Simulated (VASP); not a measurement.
**WSe2 in VASP: a PBE single point**

What does VASP give for WSe2, 2H-MoS2 type, under -3.0 % biaxial strain in x and y, free along z, the cell held fixed? Runs: PBE. The results are then set beside those of Ansatz 0.2.0 for the same cell.

Program: VASP 6.6.1. PAW datasets, plane waves. Computed at 0 K without zero-point motion; spin polarisation is off.

## 1. The structure to begin with

The cell comes from an earlier relaxation with r2SCAN+rVV10 in another program, then strained, with the atoms relaxed again.

It is hexagonal, P6_3/mmc (No. 194); conventional cell a = 3.201 Å, c = 13.346 Å, 19.73 Å³ an atom. W has 6 Se at 2.51 Å; Se has 3 W at 2.51 Å.

The structure in full:

```xyz
6
Lattice="3.2007 0.0000 0.0000 -1.6003 2.7719 0.0000 0.0000 0.0000 13.3459" Properties=species:S:1:pos:R:3 pbc="T T T"
W     0.0000    1.8479    3.3365
W     1.6003    0.9240   10.0094
Se    1.6003    0.9240    5.0389
Se    1.6003    0.9240    1.6341
Se    0.0000    1.8479   11.7118
Se    0.0000    1.8479    8.3071
```

## 2. PBE

File INCAR:

```
ENCUT = 520.000000
SIGMA = 0.020000
EDIFF = 1.00e-07
GGA = PE
PREC = Accurate
IBRION = -1
ISIF = 2
ISMEAR = -1
NBANDS = 35
NELM = 120
NSW = 0
LASPH = .TRUE.
LCHARG = .FALSE.
LWAVE = .FALSE.
LREAL = .FALSE.
```

File KPOINTS:

```
KPOINTS created by Atomic Simulation Environment
0
Gamma
12 12 2
0 0 0
```

File KPOINTS_OPT:

```
special points
7
Reciprocal
0.0000000000 0.0000000000 0.0000000000 1
0.5000000000 0.0000000000 0.0000000000 1
0.3333333333 0.3333333333 0.0000000000 1
0.0000000000 0.0000000000 0.5000000000 1
0.5000000000 0.0000000000 0.5000000000 1
0.3333333333 0.3333333333 0.5000000000 1
0.1822920000 0.1796870000 0.0000000000 1
```

File POSCAR:

```
W  Se
 1.0000000000000000
     3.2006774228207231    0.0000000000000000    0.0000000000000000
    -1.6003387114103615    2.7718679574820535    0.0000000000000000
     0.0000000000000000    0.0000000000000000   13.3459314213999996
 W   Se
   2   4
Cartesian
  0.0000000000000001  1.8479119716547023  3.3364828553499999
  1.6003387114103620  0.9239559858273512 10.0094485660500006
  1.6003387114103620  0.9239559858273512  5.0388550564127987
  1.6003387114103620  0.9239559858273512  1.6341106542872024
  0.0000000000000001  1.8479119716547023 11.7118207671127976
  0.0000000000000001  1.8479119716547023  8.3070763649872017
```

The run uses the recommended PBE PAW datasets (52 valence electrons a neutral cell).

On the command line:

```sh
> mpirun -np 1 vasp_std
```

Printed to the terminal (iteration lines stand in OSZICAR):

```text
POSCAR found type information on POSCAR W Se
 POSCAR found :  2 types and       6 ions
 LDA part: xc-table for (Slater+PW92), standard interpolation
 POSCAR, INCAR and KPOINTS ok, starting setup
 FFT: planning ... GRIDC
 FFT: planning ... GRID_SOFT
 FFT: planning ... GRID
 WAVECAR not read
 entering main loop
 Start KPOINTS_OPT (optional k-point list driver)
k-point batch [1-7\7]
```

OSZICAR:

```text
N       E                     dE             d eps       ncg     rms          rms(c)
DAV:   1     0.504123709522E+03    0.50412E+03   -0.28079E+04  2924   0.146E+03
DAV:   2    -0.118248689946E+02   -0.51595E+03   -0.49754E+03  3021   0.396E+02
DAV:   3    -0.439315546948E+02   -0.32107E+02   -0.31443E+02  3242   0.922E+01
DAV:   4    -0.446664999395E+02   -0.73495E+00   -0.73106E+00  3172   0.141E+01
DAV:   5    -0.446759372337E+02   -0.94373E-02   -0.94271E-02  3224   0.174E+00    0.320E+01
DAV:   6    -0.432938862002E+02    0.13821E+01   -0.48863E+00  3029   0.148E+01    0.118E+01
DAV:   7    -0.430946080062E+02    0.19928E+00   -0.26775E+00  2835   0.760E+00    0.563E+00
DAV:   8    -0.429168269852E+02    0.17778E+00   -0.42142E-01  2938   0.435E+00    0.133E+00
DAV:   9    -0.429202296958E+02   -0.34027E-02   -0.61524E-02  3123   0.119E+00    0.101E+00
DAV:  10    -0.429182913883E+02    0.19383E-02   -0.14942E-02  2910   0.825E-01    0.146E-01
DAV:  11    -0.429182617971E+02    0.29591E-04   -0.18448E-03  2918   0.277E-01    0.191E-01
DAV:  12    -0.429182266652E+02    0.35132E-04   -0.70538E-05  3091   0.521E-02    0.115E-01
DAV:  13    -0.429182312236E+02   -0.45583E-05   -0.71928E-05  2949   0.507E-02    0.998E-03
DAV:  14    -0.429182320369E+02   -0.81336E-06   -0.64333E-06  3162   0.128E-02    0.830E-03
DAV:  15    -0.429182321271E+02   -0.90197E-07   -0.55511E-07  2837   0.410E-03
   1 F= -.42918232E+02 E0= -.42918232E+02  d E =-.686533E-11
       N       E                     dE             ncg
DAV:   1     0.136834291587E+04   -0.98974E+04      554
DAV:   2    -0.228440101491E+04   -0.36527E+04      569
DAV:   3    -0.251118106213E+04   -0.22678E+03      612
DAV:   4    -0.251682759971E+04   -0.56465E+01      572
DAV:   5    -0.251692074764E+04   -0.93148E-01      606
DAV:   6    -0.251692376690E+04   -0.30193E-02      609
DAV:   7    -0.251692382909E+04   -0.62196E-04      598
DAV:   8    -0.251692383084E+04   -0.17484E-05      561
DAV:   9    -0.251692383091E+04   -0.71964E-07      478
```

The lines after F= are the extra pass for the points of KPOINTS_OPT, at fixed density; their E is not a total energy.

From OUTCAR:

```text
k-points           NKPTS =     38   k-points in BZ     NKDIM =     38   number of bands    NBANDS=     35

   NELECT =      52.0000    total number of electrons

   dimension x,y,z NGX =    24 NGY =   24 NGZ =  100
   dimension x,y,z NGXF=    48 NGYF=   48 NGZF=  200

  energy-cutoff  :      520.00
  volume of cell :      118.40
      direct lattice vectors                 reciprocal lattice vectors
     3.200677423  0.000000000  0.000000000     0.312433859  0.180383773  0.000000000
    -1.600338711  2.771867957  0.000000000     0.000000000  0.360767546  0.000000000
     0.000000000  0.000000000 13.345931421     0.000000000  0.000000000  0.074929203

 k-points in reciprocal lattice and weights: KPOINTS created by Atomic Simulation Env
   0.00000000  0.00000000  0.00000000       0.003
   0.08333333 -0.00000000  0.00000000       0.021
   0.16666667 -0.00000000  0.00000000       0.021
   0.25000000 -0.00000000  0.00000000       0.021
   0.33333333 -0.00000000  0.00000000       0.021
   0.41666667 -0.00000000  0.00000000       0.021
   0.50000000 -0.00000000  0.00000000       0.010
   0.08333333  0.08333333  0.00000000       0.021
[... 30 more k-points ...]

 E-fermi :   6.9680

 k-point     1 :       0.0000    0.0000    0.0000
  band No.  band energies     occupation
      1     -67.6672      2.00000
      2     -67.6671      2.00000
      3     -31.9815      2.00000
      4     -31.9815      2.00000
      5     -31.7598      2.00000
      6     -31.7598      2.00000
      7     -31.7598      2.00000
      8     -31.7598      2.00000
      9      -8.9781      2.00000
     10      -8.7788      2.00000
     11      -7.7965      2.00000
     12      -7.4621      2.00000
     13      -0.7847      2.00000
     14       0.1425      2.00000
     15       2.6910      2.00000
     16       4.0673      2.00000
     17       4.0673      2.00000
     18       4.0777      2.00000
     19       4.0777      2.00000
     20       4.9769      2.00000
     21       5.0814      2.00000
     22       5.2637      2.00000
     23       5.2637      2.00000
     24       5.2998      2.00000
     25       5.2998      2.00000
     26       6.2456      2.00000
     27       9.4721      0.00000
     28       9.4721      0.00000
     29       9.5147      0.00000
     30       9.5147      0.00000
     31       9.5386      0.00000
     32       9.5386      0.00000
     33       9.6917      0.00000
     34       9.6917      0.00000
     35      11.4859      0.00000

 k-point     2 :       0.0833   -0.0000    0.0000
  band No.  band energies     occupation
      1     -67.6661      2.00000
      2     -67.6661      2.00000
      3     -31.9775      2.00000
      4     -31.9775      2.00000
      5     -31.7810      2.00000
      6     -31.7810      2.00000
      7     -31.7647      2.00000
      8     -31.7647      2.00000
      9      -8.8610      2.00000
     10      -8.6620      2.00000
     11      -7.7299      2.00000
     12      -7.4036      2.00000
     13      -0.6353      2.00000
     14       0.2934      2.00000
     15       2.6118      2.00000
     16       3.7232      2.00000
     17       3.7425      2.00000
     18       4.1799      2.00000
     19       4.1956      2.00000
     20       4.4151      2.00000
     21       5.0625      2.00000
     22       5.1039      2.00000
     23       5.1290      2.00000
     24       5.1761      2.00000
     25       5.5238      2.00000
     26       6.1349      2.00000
     27       9.0856      0.00000
     28       9.2301      0.00000
     29       9.2366      0.00000
     30       9.2693      0.00000
     31       9.3720      0.00000
     32       9.5508      0.00000
     33       9.6396      0.00000
     34       9.7217      0.00000
     35      12.1009      0.00000

 k-point     3 :       0.1667   -0.0000    0.0000
  band No.  band energies     occupation
      1     -67.6633      2.00000
      2     -67.6633      2.00000
      3     -31.9664      2.00000
      4     -31.9664      2.00000
      5     -31.8386      2.00000
      6     -31.8386      2.00000
      7     -31.7781      2.00000
      8     -31.7781      2.00000
      9      -8.5234      2.00000
     10      -8.3264      2.00000
     11      -7.5378      2.00000
     12      -7.2360      2.00000
     13      -0.2169      2.00000
     14       0.7068      2.00000
     15       2.3790      2.00000
     16       2.8877      2.00000
     17       2.9373      2.00000
     18       3.5961      2.00000
     19       4.4888      2.00000
     20       4.5202      2.00000
     21       4.5976      2.00000
     22       4.6491      2.00000
     23       4.7451      2.00000
     24       5.1908      2.00000
     25       5.3363      2.00000
     26       5.7461      2.00000
     27       8.1798      0.00000
     28       8.7812      0.00000
     29       8.9296      0.00000
     30       9.0213      0.00000
     31       9.2270      0.00000
     32       9.2708      0.00000
     33      10.0012      0.00000
     34      10.1658      0.00000
     35      12.8604      0.00000

 k-point     4 :       0.2500   -0.0000    0.0000
  band No.  band energies     occupation
      1     -67.6594      2.00000
      2     -67.6594      2.00000
      3     -31.9512      2.00000
      4     -31.9512      2.00000
      5     -31.9164      2.00000
      6     -31.9164      2.00000
      7     -31.7965      2.00000
      8     -31.7965      2.00000
      9      -8.0082      2.00000
     10      -7.8191      2.00000
     11      -7.2463      2.00000
     12      -6.9859      2.00000
     13       0.3413      2.00000
     14       1.1603      2.00000
     15       1.8954      2.00000
     16       1.9687      2.00000
     17       2.0721      2.00000
     18       2.6640      2.00000
     19       4.0859      2.00000
     20       4.1461      2.00000
     21       4.1550      2.00000
     22       4.8198      2.00000
     23       4.8966      2.00000
     24       4.9609      2.00000
     25       5.0266      2.00000
     26       5.1975      2.00000
     27       7.7664      0.00000
     28       8.6536      0.00000
     29       8.7439      0.00000
     30       8.9364      0.00000
     31       9.0045      0.00000
     32       9.7395      0.00000
     33      10.3220      0.00000
     34      10.5890      0.00000
     35      12.9582      0.00000

[... the tables of k-points 5 to 38 left out ...]

  Total        8.0866077      8.0866077      4.0368476      0.0000000     -0.0000000      0.0000000
  in kB      109.4242618    109.4242618     54.6247679      0.0000000     -0.0000000      0.0000000
  external PRESSURE =      91.1577638 kB  Pullay stress =       0.0000000 kB

 POSITION                                       TOTAL-FORCE (eV/Angst)
 -----------------------------------------------------------------------------------
      0.00000      1.84791      3.33648        -0.000000      0.000000     -0.000000
      1.60034      0.92396     10.00945        -0.000000     -0.000000     -0.000000
      1.60034      0.92396      5.03886        -0.000000      0.000000      0.364948
      1.60034      0.92396      1.63411         0.000000      0.000000     -0.364948
      0.00000      1.84791     11.71182         0.000000      0.000000      0.364948
      0.00000      1.84791      8.30708        -0.000000      0.000000     -0.364948
 -----------------------------------------------------------------------------------
    total drift:                                0.000000     -0.000000     -0.000000

  FREE ENERGIE OF THE ION-ELECTRON SYSTEM (eV)
  ---------------------------------------------------
  free  energy   TOTEN  =       -42.9182321271 eV

  energy  without entropy=      -42.9182321271  energy(sigma->0) =      -42.91823213
```

Hardware: 1 MPI rank of Intel Xeon Platinum 8488C, shared host.

The levels at the points of KPOINTS_OPT are read from vasprun.xml.

Levels at the named points, in eV from the top of band v (v: the last filled band by count, c: the next):

```
point    v−1      v     c   c+1
    Γ  -1.05  -0.10  3.12  3.12
    M  -0.87  -0.67  2.59  2.72
    K  -0.23   0.00  1.91  1.91
    A  -0.38  -0.38  3.13  3.13
    L  -0.77  -0.77  2.73  2.73
    H  -0.13  -0.13  1.91  1.91
```

The PBE gap is 1.03 eV and indirect (K to (0.18, 0.18, 0.00)), with 1.81 eV as the least direct one. The pressure is 9.12 GPa, and the largest force is 0.365 eV/Å, on atom 3 (Se).

## 3. Results

| level | gap (eV) | pressure (GPa) | largest force (eV/Å) | Ansatz: gap (eV) | Ansatz: pressure (GPa) | Ansatz: force (eV/Å) |
| --- | --- | --- | --- | --- | --- | --- |
| PBE | 1.03 | 9.12 | 0.365 | 1.02 | 8.74 | 0.311 |

In words: Spin-orbit coupling is left out, though the cell holds W (Z = 74); in an element this heavy it can shift bands and gaps by tenths of an eV. Forces up to 0.36 eV/Å (PBE) show atoms off their equilibrium places at that level. The two programs agree on the gap within 0.01 eV. Datasets and cutoffs are each program's own. VASP's cell holds 52 valence electrons and Ansatz's 92.
